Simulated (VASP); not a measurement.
The system is AlFe.

```xyz
2
Lattice="2.8400 0.0000 0.0000 0.0000 2.8400 0.0000 0.0000 0.0000 2.8400" Properties=species:S:1:pos:R:3 pbc="T T T"
Fe    0.0000    0.0000    0.0000
Al    1.4200    1.4200    1.4200
```

The cell was built by a generator and needn't be a form met in nature.

```yaml
Program: VASP 6.6.1
Task: relaxation of cell and atoms
Functional: PBE
Potentials_or_basis: VASP PAW PBE potentials, release 64 (Fe, Al)
Cutoff: 600 eV
k_mesh: 14 × 14 × 14
Occupations: methfessel-paxton, width 0.1 eV
Spin: no spin polarisation
```

At the start: pressure 5.8 GPa; volume 11.45 Å³/atom.

Question: How do energy, volume and symmetry change on relaxing?

Answer: Over 3 steps the energy falls by 6.0 meV/atom and the volume is 11.80 Å³/atom (+3.0 %); space group Pm-3m (No. 221, to 0.05 Å).

Step by step:
| step | energy change (eV) | largest force (eV/Å) | pressure (GPa) | volume (Å³) |
| --- | --- | --- | --- | --- |
| 1 | 0.0000 | 0.0000 | 5.79 | 22.91 |
| 2 | -0.0005 | 0.0000 | -5.02 | 24.31 |
| 3 | -0.0120 | 0.0000 | 0.02 | 23.60 |

Final structure:
```xyz
2
Lattice="2.8682 0.0000 0.0000 0.0000 2.8682 0.0000 0.0000 0.0000 2.8682" Properties=species:S:1:pos:R:3 pbc="T T T"
Fe    0.0000    0.0000    0.0000
Al    1.4341    1.4341    1.4341
```
